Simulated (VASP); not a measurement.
OSZICAR of a VASP run on Bi₂Te₃ (tetradymite):

### OSZICAR
```
       N       E                     dE             d eps       ncg     rms          rms(c)
DAV:   1     0.435091806198E+03    0.43509E+03   -0.21809E+04  1064   0.162E+03
DAV:   2     0.267102968775E+02   -0.40838E+03   -0.39864E+03  1200   0.401E+02
DAV:   3    -0.170488072636E+02   -0.43759E+02   -0.41723E+02  1392   0.145E+02
DAV:   4    -0.188185649635E+02   -0.17698E+01   -0.17558E+01  1184   0.304E+01
DAV:   5    -0.189126239998E+02   -0.94059E-01   -0.93947E-01  1604   0.715E+00    0.637E+00
DAV:   6    -0.185153089985E+02    0.39732E+00   -0.10159E+00  1208   0.704E+00    0.514E+00
DAV:   7    -0.185244377263E+02   -0.91287E-02   -0.32130E-01  1296   0.268E+00    0.178E+00
DAV:   8    -0.185288377410E+02   -0.44000E-02   -0.30983E-02  1384   0.935E-01    0.685E-01
DAV:   9    -0.185287243776E+02    0.11336E-03   -0.35892E-03  1432   0.432E-01    0.261E-01
DAV:  10    -0.185289647744E+02   -0.24040E-03   -0.14579E-03  1216   0.207E-01    0.754E-02
DAV:  11    -0.185290129018E+02   -0.48127E-04   -0.90464E-05  1152   0.579E-02    0.483E-02
DAV:  12    -0.185290202682E+02   -0.73664E-05   -0.35928E-05  1184   0.260E-02    0.117E-02
DAV:  13    -0.185290210101E+02   -0.74194E-06   -0.90404E-06  1136   0.229E-02
   1 F= -.18529021E+02 E0= -.18529021E+02  d E =-.185290E+02
       N       E                     dE             d eps       ncg     rms          rms(c)
DAV:   1    -0.185318309975E+02   -0.28107E-02   -0.13555E-01  1352   0.356E+00    0.292E-01
DAV:   2    -0.185297074253E+02    0.21236E-02   -0.71310E-03  1332   0.885E-01    0.123E-01
DAV:   3    -0.185292055199E+02    0.50191E-03   -0.23124E-03  1356   0.507E-01    0.222E-02
DAV:   4    -0.185292145210E+02   -0.90011E-05   -0.96947E-05  1336   0.726E-02    0.184E-02
DAV:   5    -0.185292188019E+02   -0.42808E-05   -0.12686E-05  1344   0.296E-02    0.104E-02
DAV:   6    -0.185292206515E+02   -0.18496E-05   -0.14806E-06   712   0.897E-03    0.382E-03
DAV:   7    -0.185292211865E+02   -0.53506E-06   -0.63185E-07   684   0.895E-03
   2 F= -.18529221E+02 E0= -.18529221E+02  d E =-.200176E-03
       N       E                     dE             d eps       ncg     rms          rms(c)
DAV:   1    -0.185292237758E+02   -0.31244E-05   -0.13183E-04  1348   0.113E-01    0.905E-03
DAV:   2    -0.185292218963E+02    0.18795E-05   -0.66031E-06  1000   0.274E-02    0.395E-03
DAV:   3    -0.185292211896E+02    0.70670E-06   -0.27371E-06   952   0.167E-02
   3 F= -.18529221E+02 E0= -.18529221E+02  d E =-.200179E-03
       N       E                     dE             d eps       ncg     rms          rms(c)
DAV:   1    -0.185290778763E+02    0.14402E-03   -0.98484E-02  1216   0.155E+00    0.421E-02
DAV:   2    -0.185293700447E+02   -0.29217E-03   -0.32606E-03  1544   0.441E-01    0.288E-02
DAV:   3    -0.185293630255E+02    0.70191E-05   -0.72687E-05  1200   0.739E-02    0.184E-02
DAV:   4    -0.185293588456E+02    0.41800E-05   -0.10830E-05  1276   0.320E-02    0.108E-02
DAV:   5    -0.185293570288E+02    0.18168E-05   -0.63939E-06  1048   0.294E-02    0.264E-03
DAV:   6    -0.185293570082E+02    0.20557E-07   -0.10152E-06   648   0.107E-02
   4 F= -.18529357E+02 E0= -.18529357E+02  d E =-.135819E-03
```

### Question
Which electronic solver shows in the log?

### Answer
It is blocked Davidson (ALGO = Normal, or the opening steps of other solvers). The INCAR had ALGO = Normal.

### Question
Can the final energy be trusted as converged?

### Answer
Self-consistency was reached. It stopped with EDIFF = 1E-6, NELM = 100, NSW = 60 and EDIFFG = -0.02 after 4 ionic steps (PW91 GGA, plane waves, VASP's PBE PAW potentials (set 64)). Without a dispersion term in the relaxation, distances and binding between the weakly bound layers, chains or molecules are unreliable, and so is what depends on them.

The compound is Bi2Te3 in the tetradymite structure. This run relaxes it. Symmetry was kept, so distortions that lower it aren't found. The start is the result of an earlier pass.
